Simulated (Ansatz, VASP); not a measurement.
# Cross-check of BaNaBiWO6 between VASP and Ansatz, part 2 of 2

Wanted: the spread between two codes on one cell, functional and k mesh. The cell is taken from a series of runs on this material, whose earlier steps may have relaxed, scaled, displaced or heated it; both programs get it as it stands.

VASP 6.6.1 and Ansatz 0.2.0.

So far: Starting point; VASP: G0W0 gap, PBE, DFT+U.

### Step 3. Ansatz: G0W0 gap, PBE, DFT+U

Level of this step: Ansatz beside VASP: Kohn-Sham DFT, plane waves, PBE, DFT+U (Ansatz).

Ansatz runs on its PAW soft_1 files.

The same cell, functional and mesh now go to Ansatz, which takes its cutoff from its data sets.

File input.yaml:

```yaml
crystal:
  lattice:
    - [0.0, 4.28260784, 4.28260784]
    - [4.28260784, 0.0, 4.28260784]
    - [4.28260784, 4.28260784, 0.0]
  atoms:
    - { symbol: Na, position: [0.75, 0.75, 0.75] }
    - { symbol: Ba, position: [0.25, 0.25, 0.25] }
    - { symbol: Bi, position: [0.0, 0.0, 0.0] }
    - { symbol: W, position: [0.5, 0.5, 0.5] }
    - { symbol: O, position: [0.7261785325, 0.2738214675, 0.2738214675] }
    - { symbol: O, position: [0.2738214675, 0.7261785325, 0.7261785325] }
    - { symbol: O, position: [0.7261785325, 0.7261785325, 0.2738214675] }
    - { symbol: O, position: [0.2738214675, 0.2738214675, 0.7261785325] }
    - { symbol: O, position: [0.2738214675, 0.7261785325, 0.2738214675] }
    - { symbol: O, position: [0.7261785325, 0.2738214675, 0.7261785325] }
kpoints:
  mp_grid: { grid: [2, 2, 2] }
hamiltonian:
  xc: pbe
  hubbard:
    projectors: ortho-atomic
    sites: [{ species: W, l: d, u_eff: 2.0 }]
  pseudopotentials: { kind: paw, azcp: { folder: soft_1 } }
scf:
  occupations: { method: fixed }
gw:
  n_empty_bands: 655
  ecut_chi: 150.0
  qp_bands: [v3, c3]
  qp_kpoints: band_edges
  screening: { model: contour_deformation }
```

Launch:

```bash
> ansatz run input.yaml --threads 2 --pin off --max-ram 92160MiB --backend cuda --events-out ev --progress --plain --runs-dir out --devices 1 --max-vram 13GiB
```

Numbers of over 12 decimals in the logs are rounded to 6 here.

The program printed:

```text
GPUs: using 1 of 1 available (devices: 1).
Engine: ansatz 0.2.0, x86_64-unknown-linux-gnu
Pseudopotentials: kind: paw
Pseudopotential: Na, paw, valence charge 9, recommended cutoff 420 eV (normal), soft_1/Na.paw.azcp
Pseudopotential: Ba, paw, valence charge 10, recommended cutoff 420 eV (normal), soft_1/Ba.paw.azcp
Pseudopotential: Bi, paw, valence charge 15, recommended cutoff 420 eV (normal), soft_1/Bi.paw.azcp
Pseudopotential: W, paw, valence charge 14, recommended cutoff 420 eV (normal), soft_1/W.paw.azcp
Pseudopotential: O, paw, valence charge 6, recommended cutoff 420 eV (normal), soft_1/O.paw.azcp
Functional definition: PBE
  parameter kappa = 0.804
  parameter beta = 0.066725
  exchange = pbe_x(kappa = kappa, mu = beta*pi^2/3)
  correlation = pbe_c(beta = beta)
device memory: the entry about to start is reckoned to put 2.5 GiB on a device that reports 51.4 GiB free (of which the cap on the GPU budget leaves the run 13.0 GiB)
GPU FFT provider: cuFFT
GPU libraries: cuBLAS 13.8.2, cuFFT 12.4.0, cuSOLVER 12.3.4
Crystal: 10 atoms, lattice volume = 157.092 Å³
Basis set: ecut = 420 eV, 3119 PW (Γ)
Bands: 52, of which v1, the nominal top of the filled ones, is band 42 counted from 1 (41 counted from 0)
Symmetry: 24 space group operations
Space group: F-43m (ITA 216), of the structure as read, at distance tolerance 5.4e-5 Å
k-points: 3 of 8
Non-local potential: Na, projectors of the file, l = 0: 3, l = 1: 2, l = 2: 1
Non-local potential: Ba, projectors of the file, l = 0: 3, l = 1: 2, l = 2: 2, l = 3: 2
Non-local potential: Bi, projectors of the file, l = 0: 2, l = 1: 2, l = 2: 2, l = 3: 1
Non-local potential: W, projectors of the file, l = 0: 3, l = 1: 2, l = 2: 2, l = 3: 1
Non-local potential: O, projectors of the file, l = 0: 2, l = 1: 2, l = 2: 1
PAW form: soft (Blöchl's): semilocal exchange-correlation on the pseudo side does not see the compensation charge
PAW one-centre angular grid: Na, 110 points (default); XC on 64 Gauss nodes
PAW one-centre angular grid: Ba, 194 points (default); XC on 64 Gauss nodes
PAW one-centre angular grid: Bi, 590 points (default); XC on 64 Gauss nodes
PAW one-centre angular grid: W, 590 points (default); XC on 64 Gauss nodes
PAW one-centre angular grid: O, 110 points (default); XC on 64 Gauss nodes
Initial density: superposition of atomic densities (chi_scale 0.1, normalization cell, long waves of neutral atoms under a Hubbard term (reshape's long-wave potential 0.01 eV rms, cloud 2.81 Å wide))
Initial wavefunctions: pseudopotential atomic-orbital guess
GPU buffer pool allocated for 91125 grid points (all kernels)
GPU transforms: local potential and band sums: pruned to the plane-wave sphere, on 45×45×45
Functional: x = pbe(κ = 0.804, μ = 0.219515), c = pbe(β = 0.066725)
SCF iter   1: F=—  HF=-33633.261014 eV  |F-HF|=—  |Δ(HF+E_count)|=         —  Δρ=7.54e-2  dr2=1.60e1  ethr=3.10e-3  ⟨swp⟩=5.7  Hψ=520  notcnv=0  defer=18
preconditioner: auto → Resta (q_TF=auto, 2.458 Å⁻¹)  ε∞=3.8  [insulator: Δε(μ)=2.829 eV  Ē_g=14.267 eV  n_scr=50 (ndim 8)  ℏωp=24.1 eV  f_vac=0.000  ε∞_Penn≈3.8]
SCF iter   2: F=—  HF=-33629.312225 eV  |F-HF|=—  |Δ(HF+E_count)|=    3.95e0  Δρ=3.35e-2  dr2=1.74e0  ethr=3.10e-3  ⟨swp⟩=3.3  Hψ=386  notcnv=0  defer=17
SCF iter   3: F=—  HF=-33628.950201 eV  |F-HF|=—  |Δ(HF+E_count)|=   3.62e-1  Δρ=1.41e-2  dr2=4.29e-1  ethr=2.07e-3  ⟨swp⟩=2.7  Hψ=247  notcnv=0  defer=21
SCF iter   4: F=—  HF=-33628.886456 eV  |F-HF|=—  |Δ(HF+E_count)|=   6.37e-2  Δρ=6.33e-3  dr2=7.27e-2  ethr=5.11e-4  ⟨swp⟩=2.0  Hψ=237  notcnv=0  defer=21
SCF iter   5: F=—  HF=-33628.883310 eV  |F-HF|=—  |Δ(HF+E_count)|=   3.15e-3  Δρ=1.67e-3  dr2=5.79e-3  ethr=8.66e-5  ⟨swp⟩=2.7  Hψ=254  notcnv=0  defer=21
SCF iter   6: F=—  HF=-33628.885458 eV  |F-HF|=—  |Δ(HF+E_count)|=   2.15e-3  Δρ=9.37e-4  dr2=3.06e-3  ethr=6.89e-6  ⟨swp⟩=3.0  Hψ=297  notcnv=0  defer=22
SCF iter   7: F=—  HF=-33628.884982 eV  |F-HF|=—  |Δ(HF+E_count)|=   4.76e-4  Δρ=3.48e-4  dr2=3.81e-4  ethr=3.64e-6  ⟨swp⟩=2.0  Hψ=212  notcnv=0  defer=20
SCF iter   8: F=—  HF=-33628.884914 eV  |F-HF|=—  |Δ(HF+E_count)|=   6.79e-5  Δρ=8.38e-5  dr2=1.45e-5  ethr=4.53e-7  ⟨swp⟩=2.0  Hψ=247  notcnv=0  defer=18
SCF iter   9: F=—  HF=-33628.884911 eV  |F-HF|=—  |Δ(HF+E_count)|=   3.26e-6  Δρ=2.42e-5  dr2=2.21e-6  ethr=1.72e-8  ⟨swp⟩=2.0  Hψ=238  notcnv=0  defer=11
SCF iter  10: F=-33628.884910 eV  HF=-33628.884910 eV  |F-HF|=2.51e-8  |Δ(HF+E_count)|=   4.62e-7  Δρ=4.58e-6  dr2=5.52e-8  ethr=1.19e-10  ⟨swp⟩=10.0  Hψ=752  notcnv=0
SCF 1 converged in 10 iterations: F = -33628.884910 eV  dr2 = 5.52e-8
  greatest PAW one-centre occupation: 1.000 electrons in one spin orbital (limit 2), on the W atom at site 3 (counted from 0), in its partial waves of l = 0
device memory: the entry about to start is reckoned to put 3.1 GiB on a device that reports 55.7 GiB free (of which the cap on the GPU budget leaves the run 13.0 GiB)
NSCF: frozen V_eff on 3 k-points
the band table was solved once the SCF had ended and its energy, with any forces and stress, was formed, with the checks that follow a solve (471 applications of the Hamiltonian). They found nothing against the state; the energy, forces and stress were not computed again (output.eigenvalues in the input reference)
device memory: the entry about to start is reckoned to put 3.9 GiB on a device that reports 55.7 GiB free (of which the cap on the GPU budget leaves the run 13.0 GiB)
NSCF: frozen V_eff on 3 k-points
G₀W₀ screening: q 1/3
[... further progress lines ...]
device memory: the entry about to start is reckoned to put 1.1 GiB on a device that reports 55.6 GiB free (of which the cap on the GPU budget leaves the run 13.0 GiB)
NSCF: frozen V_eff on 1 k-points
device memory: the entry about to start is reckoned to put 1.1 GiB on a device that reports 55.6 GiB free (of which the cap on the GPU budget leaves the run 13.0 GiB)
NSCF: frozen V_eff on 1 k-points
SCF converged after 10 iterations
Free energy (F): -33628.884910 eV
Harris-Foulkes:  -33628.884910 eV  (|F-HF|=2.51e-8)
Internal energy: -33628.884910 eV  (E = F + TS)
E sigma→0 (E₀):  -33628.884910 eV
Fermi energy:    8.378665 eV
--- Per-component energies (eV) ---
  E_band       = -607.156935
  E_kinetic    = 1945.001232
  E_local      = -6399.362317  (includes V_loc(G=0)·N_el)
  E_nonlocal   = 1069.192887
  E_hartree    = 2355.224324
  E_xc         = -1085.201000
  E_vxc        = -1086.816685  (∫ρ·V_xc dr)
  E_hubbard    = 2.334303  (on-site DFT+U / exact-exchange correction)
  E_vhub       = 0.939649  (the Hubbard potential's part of the band-sum identity)
  E_paw        = -25698.642071  (= ΣΔE_a)
  E_vpaw       = -846.577857  (= ΣTr[D̂ρ^β])
  E_aug_tail   = 0.004902  (compensation charges beyond the density's cutoff)
  E_ewald      = -5817.437170
  E_smearing   = -0.000000  (= −TS)
  E_closure    = 0.000000  (closes the sum)
  Σ components = -33628.884910   (vs F -33628.884910, Δ=0.00e0)
--- Band table (eV) ---
  k-point 0: bands = [... 38 lower, 6.7166, 7.5734, 7.5734, 7.5734, 10.8712, 10.8712, 10.8712, 12.2137, ... 6 higher]
  k-point 1: bands = [... 38 lower, 7.0650, 7.0650, 7.3244, 8.3787, 10.4124, 10.9314, 10.9314, 12.3703, ... 6 higher]
  k-point 2: bands = [... 38 lower, 6.5321, 6.9179, 6.9179, 7.5526, 10.6487, 11.5844, 11.5844, 13.1337, ... 6 higher]
Occupation matrices written to <dir>
--- G₀W₀: contour deformation, 7 samples at zero and on the imaginary axis and 1 off it, 8 q-points, 655 empty bands' worth ---
  eigenvalues of the whole cell's RPA ε∞ on this k-mesh (on a slab, of 1 + 4πα/V) = 7.1958, 7.1958, 7.1958; static W/v taken at q = 0 is 0.138970
  bands read: the sum over 697 bands ends inside a degenerate multiplet in 1 slot, whose members it reads at an even weight; the widest, k=0: bands 697 to 698 (counted from 1) at 1/2 each
  gw.qp_kpoints: band_edges: 3 of 3 stored k-points solved, in 1 pass; an edge of the gap read off the rows below is read off those points alone
    ik  band        ε_KS         Σx   Σc(E_QP)       V_xc       Z   E_QP_lin       E_QP  E_QP is
     0    40      7.5734   -25.8145     4.8406   -20.5655  0.7021     7.1611     7.1650  root
     0    41      7.5734   -25.8145     4.8406   -20.5655  0.7021     7.1611     7.1650  root
     0    42      7.5734   -25.8145     4.8406   -20.5655  0.7021     7.1611     7.1650  root
     0    43     10.8712   -14.6519    -4.5730   -19.6918  0.7518    11.3421    11.3381  root
     0    44     10.8712   -14.6519    -4.5730   -19.6918  0.7518    11.3421    11.3381  root
     0    45     10.8712   -14.6519    -4.5730   -19.6918  0.7518    11.3421    11.3381  root
     1    40      7.0650   -25.0016     4.7592   -19.7818  0.7013     6.5989     6.6045  root
     1    41      7.3244   -25.4435     4.9069   -20.0928  0.6994     6.8756     6.8806  root
     1    42      8.3787   -25.6886     3.1019   -22.2691  0.7408     8.0592     8.0610  root
     1    43     10.4124   -13.0521    -4.3614   -17.8126  0.7679    10.8141    10.8114  root
     1    44     10.9314   -14.3686    -4.4103   -19.2580  0.7557    11.4145    11.4104  root
     1    45     10.9314   -14.3686    -4.4103   -19.2580  0.7557    11.4145    11.4104  root
     2    40      6.9179   -24.8559     4.9122   -19.4407  0.6977     6.4080     6.4149  root
     2    41      6.9179   -24.8559     4.9122   -19.4407  0.6977     6.4080     6.4149  root
     2    42      7.5526   -25.7425     4.8317   -20.4971  0.7022     7.1349     7.1390  root
     2    43     10.6487   -13.7006    -4.7413   -18.8655  0.7595    11.0755    11.0723  root
     2    44     11.5844   -16.6356    -4.7303   -21.9672  0.7314    12.1935    12.1857  root
     2    45     11.5844   -16.6356    -4.7303   -21.9672  0.7314    12.1935    12.1857  root
```

### Step 4. Comparison

Known differences besides the potentials themselves: U acts on the PAW sphere in VASP and on atomic orbitals in Ansatz, so only states and trends compare; fixed occupations in Ansatz, narrow Gaussian smearing in VASP; the data sets hold 84 valence electrons in Ansatz (on its PAW soft_1 files) and 86 in VASP; the cutoff is 420 eV in Ansatz and 440 eV in VASP; Ansatz integrates over frequency by contour deformation, VASP on a grid of NOMEGA points; Ansatz's G0W0 levels solve the quasiparticle equation, VASP's are linearised. Total energies have different zeros and are not compared.

Compared:

```tsv
quantity	Ansatz	VASP	difference
G0W0 gap on the mesh (eV)	2.75	3.28	-0.53
Kohn-Sham gap under it (eV)	2.03	2.11	-0.07
```

VASP's log warns that its frequency grid doesn't suit quasiparticle energies on this mesh.

### Step 5. Results

```yaml
difference_in_g0w0_gap_on_the_mesh_g0w0_gap_pbe_dft_u: -0.53 eV
```

What this shows: The difference in G0W0 gap on the mesh is -0.53 eV (G0W0 gap, PBE, DFT+U). The data sets hold unlike numbers of valence electrons (84 in Ansatz and 86 in VASP), so part of the differences comes from the potentials. Part of the difference in the G0W0 gap can come from VASP's linearised levels. How closely two codes agree says nothing of how well the functional describes the real material.

[Lines on the potential files, build, host, timing and source positions are cut from VASP's logs without a mark.]

[Logs are printed without paths, hosts, clocks, repeated set-up lines and the standing remarks that a program may print on its own settings, such as how far it seeks lower states.]

[Hosts, paths, dates, database ids (printed as entryN), source tags and the programs' standing remarks are cut or masked in the printed files.]
